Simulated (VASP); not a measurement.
Output of a VASP run:

**OSZICAR**
```
       N       E                     dE             d eps       ncg     rms          rms(c)
DAV:   1     0.325759209853E+03    0.32576E+03   -0.22916E+04  9273   0.270E+03
DAV:   2     0.250379121966E+02   -0.30072E+03   -0.29608E+03  9618   0.508E+02
DAV:   3    -0.107046120928E+02   -0.35743E+02   -0.35337E+02 10506   0.141E+02
DAV:   4    -0.116662992442E+02   -0.96169E+00   -0.95852E+00 10212   0.276E+01
DAV:   5    -0.116875739259E+02   -0.21275E-01   -0.21266E-01 10996   0.406E+00    0.238E+00
DAV:   6    -0.116035085533E+02    0.84065E-01   -0.36899E-01 10996   0.846E+00    0.930E-01
DAV:   7    -0.116010440360E+02    0.24645E-02   -0.31296E-02 10253   0.142E+00    0.271E-01
DAV:   8    -0.116007877861E+02    0.25625E-03   -0.41712E-03 12014   0.652E-01    0.891E-02
DAV:   9    -0.116009655535E+02   -0.17777E-03   -0.17222E-03 10121   0.101E+00    0.352E-02
DAV:  10    -0.116009719038E+02   -0.63503E-05   -0.40439E-04 10743   0.964E-01    0.166E-02
DAV:  11    -0.116009735746E+02   -0.16708E-05   -0.13741E-04 14361   0.187E-01    0.707E-03
DAV:  12    -0.116009716767E+02    0.18979E-05   -0.14034E-05 11346   0.614E-02    0.230E-03
DAV:  13    -0.116009712659E+02    0.41081E-06   -0.26635E-06  6995   0.616E-02
   1 F= -.11600971E+02 E0= -.11600544E+02  d E =-.128239E-02
```

OUTCAR:
```
------------------------ aborting loop because EDIFF is reached ----------------------------------------
  FORCE on cell =-STRESS in cart. coord.  units (eV):
  Direction    XX          YY          ZZ          XY          YZ          ZX
  --------------------------------------------------------------------------------------
  Total       -0.1672255     -0.5369350      0.2127889     -0.0334492     -0.0187100      0.1156201
  in kB       -3.2919576    -10.5699612      4.1889063     -0.6584732     -0.3683200      2.2760665
  external PRESSURE =      -3.2243375 kB  Pullay stress =       0.0000000 kB
  volume of cell :       81.39
      direct lattice vectors                 reciprocal lattice vectors
     2.277008000 -3.924657000  0.000000000     0.219586405 -0.127399668  0.000000000
     2.277008000  3.924657000  0.000000000     0.219586405  0.127399668  0.000000000
     0.000000000  0.000000000  4.553681000     0.000000000  0.000000000  0.219602559
 POSITION                                       TOTAL-FORCE (eV/Angst)
 -----------------------------------------------------------------------------------
      2.27701      2.70880      4.18483         0.106235      0.006287     -0.002460
      2.27701      1.21586      1.90799         0.163250      0.007023      0.027602
      2.27701     -1.21586      2.64569        -0.093379     -0.011364     -0.007188
      2.35468     -2.70880      0.36885        -0.176107     -0.001946     -0.017954
 -----------------------------------------------------------------------------------
    total drift:                               -0.000123     -0.000028     -0.000024
  FREE ENERGIE OF THE ION-ELECTRON SYSTEM (eV)
  ---------------------------------------------------
  free  energy   TOTEN  =       -11.6009712659 eV

  energy  without entropy=      -11.5996888781  energy(sigma->0) =      -11.60054380
```
(Selected blocks of OUTCAR.)

POSCAR:
```
Ga
1
    2.2770080000    -3.9246570000     0.0000000000
    2.2770080000     3.9246570000     0.0000000000
    0.0000000000     0.0000000000     4.5536810000
Ga
4
Direct
  0.1549000000   0.8451000000   0.9190000000
  0.3451000000   0.6549000000   0.4190000000
  0.6549000000   0.3451000000   0.5810000000
  0.8621550000   0.1719550000   0.0810000000
```

Question: Write an INCAR and KPOINTS that could have produced this output.

Answer: One answer among several that fit: the input of the run itself, PBE GGA, plane waves, VASP's PBE PAW potentials (set 64).

**INCAR**
```
ALGO  =  Normal
AMIX  =  1.0
BMIX  =  3.0
EDIFF  =  1E-6
ENCUT  =  400
GGA  =  PE
IMIX  =  4
ISIF  =  2
ISMEAR  =  1
LASPH  =  T
LCHARG  =  F
LMAXMIX  =  4
LREAL  =  F
LWAVE  =  F
NELM  =  100
PREC  =  Accurate
SIGMA  =  0.1
SYSTEM  =  Ga
```

### KPOINTS
```
Automatic
0
gamma
7 7 6
0 0 0
```

POTCAR, in this order: Ga_d (PBE.64 set). Program: vasp_std.

The compound is Ga in the alpha structure. The cell was not relaxed at this level, atoms are displaced from their ideal sites. The run is one of a series of settings (AMIX = 1.0, BMIX = 3.0, IMIX = 4 against the base run), some of them coarse on purpose.
